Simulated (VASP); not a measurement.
Calculation: G0W0 on PBE orbitals, VASP's PBE PAW potentials (set 64) (plane waves; VASP).

VASP ran on this input.

File POSCAR:
```
MgS
1.0
  0.0000000000   2.5648610000   2.5648610000
  2.5648610000   0.0000000000   2.5648610000
  2.5648610000   2.5648610000   0.0000000000
Mg S
1 1
Direct
  0.0000000000   0.0000000000   0.0000000000
  0.5000000000   0.5000000000   0.5000000000
```

### INCAR
```
# general
SYSTEM      = MgS
PREC        = Normal
ENCUT       = 500
LREAL       = F
LASPH       = T
NBANDS      = 160

# electronic loop
ALGO        = EVGW0

# smearing
ISMEAR      = 0
SIGMA       = 0.01

# functional
GGA         = PE

# output
LWAVE       = F
LCHARG      = F

# other
NELMGW      = 1
NOMEGA      = 64
ENCUTGW     = 200
NBANDSGW    = 16
LSPECTRALGW = T
```

**KPOINTS**
```
Automatic mesh
0
gamma
  4 4 4
```

POTCAR, in this order: Mg_sv_GW S_GW (PBE.64 set). Program: vasp_std. Read from the step before: WAVECAR, WAVEDER.

What VASP printed:

File OSZICAR:
```
energies w=
    0.000    0.000    1.283    0.000    2.563    0.000    3.838    0.000
    5.106    0.000    6.363    0.000    7.608    0.000    8.840    0.000
   10.057    0.000   11.259    0.000   12.445    0.000   13.615    0.000
   14.769    0.000   15.908    0.000   17.034    0.000   18.146    0.000
   19.246    0.000   20.335    0.000   21.416    0.000   22.489    0.000
   23.557    0.000   24.622    0.000   25.685    0.000   26.750    0.000
   27.817    0.000   28.890    0.000   29.972    0.000   31.065    0.000
   32.171    0.000   33.295    0.000   34.439    0.000   35.607    0.000
   36.803    0.000   38.031    0.000   39.297    0.000   40.605    0.000
   41.960    0.000   43.371    0.000   44.844    0.000   46.387    0.000
   48.010    0.000   49.724    0.000   51.541    0.000   53.476    0.000
   55.546    0.000   57.771    0.000   60.175    0.000   62.785    0.000
   65.637    0.000   68.771    0.000   72.238    0.000   76.100    0.000
   80.437    0.000   85.349    0.000   90.964    0.000   97.453    0.000
  105.041    0.000  114.038    0.000  124.879    0.000  138.196    0.000
  154.937    0.000  176.604    0.000  205.715    0.000  246.843    0.000
NQ=   1    0.0000    0.0000    0.0000,
 performed        196000 updates of chi_q(r,r)
NQ=   2    0.2500    0.0000    0.0000,
 performed        576000 updates of chi_q(r,r)
NQ=   3    0.5000    0.0000    0.0000,
 performed        864000 updates of chi_q(r,r)
NQ=   4    0.2500    0.2500    0.0000,
 performed       1209000 updates of chi_q(r,r)
NQ=   5    0.5000    0.2500    0.0000,
 performed       1671000 updates of chi_q(r,r)
NQ=   6   -0.2500    0.2500    0.0000,
 performed       2082000 updates of chi_q(r,r)
NQ=   7    0.5000    0.5000    0.0000,
 performed       2350000 updates of chi_q(r,r)
NQ=   8   -0.2500    0.5000    0.2500,
 performed       2700000 updates of chi_q(r,r)
 resolving degeneracies of screened two electron integrals
```

**OUTCAR**
```


 k-point   1 :       0.0000    0.0000    0.0000
  band No.  KS-energies  QP-energies   sigma(KS)   V_xc(KS)     V^pw_x(r,r')   Z            occupation Imag(sigma)

      1     -70.1847     -80.0431     -47.2064     -33.7298     -56.4698       0.7315       2.0000       0.7209
      2     -36.9401     -42.8581     -40.9054     -33.1123     -48.6200       0.7594       2.0000       0.4374
      3     -36.9401     -42.8581     -40.9054     -33.1123     -48.6200       0.7594       2.0000       0.4374
      4     -36.9401     -42.8581     -40.9054     -33.1123     -48.6200       0.7594       2.0000       0.4374
      5      -8.4349      -9.6085     -14.4047     -12.7882     -21.1176       0.7260       2.0000       1.9014
      6       4.4848       3.4383     -14.8939     -13.5443     -16.5473       0.7753       2.0000       0.2171
      7       4.4848       3.4383     -14.8939     -13.5443     -16.5473       0.7753       2.0000       0.2171
      8       4.4848       3.4383     -14.8939     -13.5443     -16.5473       0.7753       2.0000       0.2171
      9       8.5364       9.0269     -10.5776     -11.1933      -6.3752       0.7967       0.0000      -0.2393
     10      12.3523      12.9130      -8.9632      -9.6685      -4.5153       0.7950       0.0000      -0.2901
     11      12.3523      12.9130      -8.9632      -9.6685      -4.5153       0.7950       0.0000      -0.2901
     12      12.3523      12.9130      -8.9632      -9.6685      -4.5153       0.7950       0.0000      -0.2901
     13      14.7765      15.5341      -9.9124     -10.8816      -4.9471       0.7816       0.0000      -0.3934
     14      14.7765      15.5341      -9.9124     -10.8816      -4.9471       0.7816       0.0000      -0.3934
     15      17.1093      17.2245      -7.2764      -7.4231      -1.9016       0.7850       0.0000      -0.6250
     16      18.0973      18.7350      -9.8117     -10.6325      -4.0442       0.7769       0.0000      -0.7227

 k-point   2 :       0.2500    0.0000    0.0000
  band No.  KS-energies  QP-energies   sigma(KS)   V_xc(KS)     V^pw_x(r,r')   Z            occupation Imag(sigma)

      1     -70.1838     -80.1027     -47.2062     -33.7298     -56.4695       0.7360       2.0000       0.7208
      2     -36.9443     -42.7857     -40.8989     -33.1006     -48.6102       0.7491       2.0000       0.4394
      3     -36.9406     -42.8543     -40.9039     -33.1109     -48.6179       0.7589       2.0000       0.4374
      4     -36.9406     -42.8543     -40.9039     -33.1109     -48.6179       0.7589       2.0000       0.4374
      5      -7.8291      -8.9450     -14.6181     -13.0817     -21.1985       0.7263       2.0000       1.7679
      6       1.5641       0.3877     -13.6500     -12.1052     -15.9595       0.7615       2.0000       0.3241
      7       4.1330       3.0599     -14.6537     -13.2666     -16.3777       0.7736       2.0000       0.2262
      8       4.1330       3.0599     -14.6537     -13.2666     -16.3777       0.7736       2.0000       0.2262
      9       9.5848      10.0527      -9.6839     -10.2689      -5.5049       0.7998       0.0000      -0.2488
     10      12.3023      12.9442      -9.6405     -10.4524      -5.1250       0.7907       0.0000      -0.3078
     11      12.3023      12.9442      -9.6405     -10.4524      -5.1250       0.7907       0.0000      -0.3078
     12      13.0163      13.6219     -10.6651     -11.4431      -5.8213       0.7783       0.0000      -0.3556
     13      14.7741      15.4327      -9.5801     -10.4199      -4.5775       0.7842       0.0000      -0.4126
     14      14.7741      15.4327      -9.5801     -10.4199      -4.5775       0.7842       0.0000      -0.4126
     15      16.6750      17.1373      -9.1250      -9.7166      -3.5329       0.7814       0.0000      -0.6415
     16      21.8823      22.2375      -8.1933      -8.6399      -2.3216       0.7953       0.0000      -0.9808

 k-point   3 :       0.5000    0.0000    0.0000
  band No.  KS-energies  QP-energies   sigma(KS)   V_xc(KS)     V^pw_x(r,r')   Z            occupation Imag(sigma)

      1     -70.1839     -80.0669     -47.2061     -33.7305     -56.4699       0.7334       2.0000       0.7208
      2     -36.9484     -42.7513     -40.8916     -33.0890     -48.5997       0.7437       2.0000       0.4414
      3     -36.9413     -42.8440     -40.9023     -33.1096     -48.6159       0.7575       2.0000       0.4374
      4     -36.9413     -42.8440     -40.9023     -33.1096     -48.6159       0.7575       2.0000       0.4374
      5      -7.0056      -8.0328     -15.0731     -13.6415     -21.4774       0.7175       2.0000       1.5898
      6      -0.5873      -1.8961     -12.9318     -11.1833     -15.9768       0.7486       2.0000       0.4807
      7       3.8417       2.7415     -14.5041     -13.0784     -16.3092       0.7717       2.0000       0.2358
      8       3.8417       2.7415     -14.5041     -13.0784     -16.3092       0.7717       2.0000       0.2358
      9       9.0754       9.5037      -9.3275      -9.8622      -5.3128       0.8010       0.0000      -0.2353
     10      11.4049      12.0498      -9.8070     -10.6206      -5.4539       0.7928       0.0000      -0.2842
     11      11.4049      12.0498      -9.8070     -10.6206      -5.4539       0.7928       0.0000      -0.2842
     12      15.0696      15.7573     -11.0082     -11.9010      -5.4044       0.7703       0.0000      -0.5432
     13      16.8765      17.2747      -9.1816      -9.6987      -3.5507       0.7701       0.0000      -0.6153
     14      18.8042      19.6930     -10.7065     -11.8578      -4.9002       0.7721       0.0000      -0.6667
     15      18.8042      19.6930     -10.7065     -11.8578      -4.9002       0.7721       0.0000      -0.6667
     16      20.2899      20.6906      -8.5817      -9.0898      -2.6581       0.7886       0.0000      -0.8891

 k-point   4 :       0.2500    0.2500    0.0000
  band No.  KS-energies  QP-energies   sigma(KS)   V_xc(KS)     V^pw_x(r,r')   Z            occupation Imag(sigma)

      1     -70.1833     -80.1228     -47.2059     -33.7297     -56.4692       0.7376       2.0000       0.7208
      2     -36.9440     -42.7879     -40.8973     -33.1017     -48.6098       0.7496       2.0000       0.4392
      3     -36.9417     -42.8306     -40.9028     -33.1081     -48.6165       0.7555       2.0000       0.4380
      4     -36.9417     -42.8306     -40.9028     -33.1081     -48.6165       0.7555       2.0000       0.4380
      5      -7.6404      -8.7339     -14.6752     -13.1658     -21.2124       0.7244       2.0000       1.7262
      6       1.8382       0.6825     -13.7517     -12.2366     -15.9700       0.7628       2.0000       0.3087
      7       3.4519       2.3331     -14.3592     -12.9117     -16.2497       0.7730       2.0000       0.2465
      8       3.4519       2.3331     -14.3592     -12.9117     -16.2497       0.7730       2.0000       0.2465
      9       9.6396      10.2120     -10.3255     -11.0436      -6.1225       0.7971       0.0000      -0.2547
     10       9.9798      10.3876      -8.4569      -8.9639      -4.3711       0.8044       0.0000      -0.2455
     11      12.9972      13.6140     -10.7087     -11.5023      -5.8241       0.7773       0.0000      -0.3637
     12      14.7575      15.4189      -9.9624     -10.8085      -4.9357       0.7817       0.0000      -0.4133
     13      14.7575      15.4189      -9.9624     -10.8085      -4.9357       0.7817       0.0000      -0.4133
     14      15.7766      16.5640     -10.0997     -11.1106      -4.8948       0.7789       0.0000      -0.4633
     15      20.1979      20.8542      -9.6107     -10.4443      -3.6572       0.7873       0.0000      -0.8964
     16      20.1979      20.8542      -9.6107     -10.4443      -3.6572       0.7873       0.0000      -0.8964

 k-point   5 :       0.5000    0.2500    0.0000
  band No.  KS-energies  QP-energies   sigma(KS)   V_xc(KS)     V^pw_x(r,r')   Z            occupation Imag(sigma)

      1     -70.1832     -80.1916     -47.2058     -33.7302     -56.4694       0.7427       2.0000       0.7208
      2     -36.9469     -42.7697     -40.8931     -33.0936     -48.6038       0.7466       2.0000       0.4407
      3     -36.9428     -42.8272     -40.8995     -33.1052     -48.6131       0.7550       2.0000       0.4384
      4     -36.9428     -42.8272     -40.8995     -33.1052     -48.6131       0.7550       2.0000       0.4384
      5      -6.8319      -7.8438     -15.1086     -13.6987     -21.4633       0.7177       2.0000       1.5495
      6       0.2392      -1.0283     -13.1708     -11.4884     -15.9407       0.7534       2.0000       0.4115
      7       2.1426       0.9719     -13.6156     -12.0902     -15.7655       0.7674       2.0000       0.2926
      8       3.2006       2.0646     -14.2633     -12.7859     -16.2242       0.7689       2.0000       0.2556
      9       8.9316       9.4389      -9.6821     -10.3169      -5.6610       0.7992       0.0000      -0.2359
     10      11.2793      11.8083     -10.0287     -10.6995      -5.6760       0.7887       0.0000      -0.2828
     11      13.4645      14.0375     -10.0021     -10.7354      -5.1122       0.7815       0.0000      -0.3730
     12      13.5400      14.2525     -10.2037     -11.1143      -5.3669       0.7825       0.0000      -0.3710
     13      17.5656      18.2521     -10.7256     -11.6206      -4.8328       0.7671       0.0000      -0.6975
     14      18.9871      19.8399     -10.5099     -11.6154      -4.6747       0.7715       0.0000      -0.6860
     15      20.3390      20.8317      -8.8504      -9.4745      -2.9731       0.7895       0.0000      -0.8737
     16      21.1015      21.6323      -9.2872      -9.9636      -3.1735       0.7848       0.0000      -0.9797

 k-point   6 :      -0.2500    0.2500    0.0000
  band No.  KS-energies  QP-energies   sigma(KS)   V_xc(KS)     V^pw_x(r,r')   Z            occupation Imag(sigma)

      1     -70.1828     -80.2357     -47.2058     -33.7297     -56.4691       0.7460       2.0000       0.7208
      2     -36.9460     -42.7778     -40.8960     -33.0956     -48.6059       0.7476       2.0000       0.4401
      3     -36.9435     -42.7897     -40.8988     -33.1031     -48.6122       0.7499       2.0000       0.4389
      4     -36.9413     -42.8363     -40.9017     -33.1096     -48.6156       0.7565       2.0000       0.4375
      5      -7.0943      -8.1313     -14.9662     -13.5223     -21.3816       0.7182       2.0000       1.6065
...
```
(Selected blocks of OUTCAR.)

The mesh is coarse and the basis finite, so the quasiparticle values are not converged.

The compound is MgS in the rock salt structure. This cell is one point of a volume scan, at 0.96 of the reference volume. The k-mesh is coarse (spacing up to 0.53 per Å, 2π included), so the numbers may not be converged in it.
